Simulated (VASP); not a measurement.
```
CELL_PARAMETERS angstrom
      0.00000     2.04007     2.04007
      2.04007     0.00000     2.04007
      2.04007     2.04007     0.00000
ATOMIC_POSITIONS crystal
  Al 0.00000 0.00000 0.00000
```

These are SCAN meta-GGA, VASP's PBE PAW potentials (set 64) (plane waves; VASP) values and carry that method's errors. Run with 520 eV cut-off, 16×16×16 Γ-centred mesh, first-order Methfessel-Paxton smearing of 0.10 eV, potentials Al.

Problem. Give the stress tensor in GPa (positive for a compressed cell).

Solution. 
```
-3.83   0.00   0.00
 0.00  -3.83   0.00
 0.00   0.00  -3.83
```
The pressure is its mean diagonal, -3.83 GPa.

The compound is Al in the fcc structure. This cell is one point of a volume scan, at 1.06 of the reference volume.
